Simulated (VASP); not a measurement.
Data:

```
CELL_PARAMETERS angstrom
      0.00000     2.51619     2.51619
      2.51619     0.00000     2.51619
      2.51619     2.51619     0.00000
ATOMIC_POSITIONS crystal
  Zr 0.00000 0.00000 0.00000
  O  0.25000 0.25000 0.25000
  O  0.75000 0.75000 0.75000
```

These are LDA (Ceperley-Alder, Perdew-Zunger) with spin-orbit coupling, VASP's LDA PAW potentials (set 64) (plane waves; VASP) values and carry that method's errors. Run with 520 eV cut-off, 7×7×7 Γ-centred mesh, Gaussian smearing of 0.050 eV, potentials Zr_sv O.

Q: Give the energies of bands 17 to 30 at the high-symmetry points, in eV from the valence-band maximum.

A: 
| band | Γ | X | U | L | W |
|---|---|---|---|---|---|
| 17 | -5.49 | -3.17 | -3.18 | -2.63 | -2.49 |
| 18 | -5.49 | -3.17 | -3.18 | -2.63 | -2.49 |
| 19 | -0.60 | -1.59 | -2.32 | -2.53 | -2.43 |
| 20 | -0.60 | -1.59 | -2.32 | -2.53 | -2.43 |
| 21 | -0.53 | -1.56 | -1.24 | -1.73 | -1.43 |
| 22 | -0.53 | -1.56 | -1.24 | -1.73 | -1.43 |
| 23 | -0.53 | 0.00 | -0.35 | -1.63 | -0.21 |
| 24 | -0.53 | 0.00 | -0.35 | -1.63 | -0.21 |
| 25 | 3.32 | 3.77 | 4.04 | 3.99 | 4.48 |
| 26 | 3.32 | 3.77 | 4.04 | 3.99 | 4.48 |
| 27 | 3.32 | 4.83 | 4.84 | 4.05 | 4.65 |
| 28 | 3.32 | 4.83 | 4.84 | 4.05 | 4.65 |
| 29 | 6.64 | 6.18 | 6.48 | 6.44 | 6.58 |
| 30 | 6.64 | 6.18 | 6.48 | 6.44 | 6.58 |

The gap is indirect, 3.32 eV, from the valence maximum at X to the conduction minimum at Γ.

The compound is ZrO2 in the fluorite structure, the high-temperature cubic form, which is unstable at 0 K; the monoclinic form is the stable one. It was relaxed first.
